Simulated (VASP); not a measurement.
Given:

```
Ba
1.0
   -2.50308     2.50308     2.50308
    2.50308    -2.50308     2.50308
    2.50308     2.50308    -2.50308
Ba
1
Cartesian
  0.00000   0.00000   0.00000
```

The numbers are results of PW91 GGA, VASP's PBE PAW potentials (set 64) (plane waves; VASP), not measurements. Numerical set-up: 520 eV cut-off, Gaussian smearing of 0.050 eV, potentials Ba_sv.

### Question
Give the energies of bands 5 to 8 at the high-symmetry points, in eV from the Fermi level.

### Answer

```tsv
band	Γ	H	N	P
5	-2.70	-0.53	-0.86	0.56
6	1.83	-0.53	0.70	0.56
7	1.83	4.43	1.33	0.56
8	1.83	4.43	3.21	3.86
```

It has no gap at this level: it comes out as a metal or semimetal.

The compound is Ba in the bcc structure. It was relaxed first.
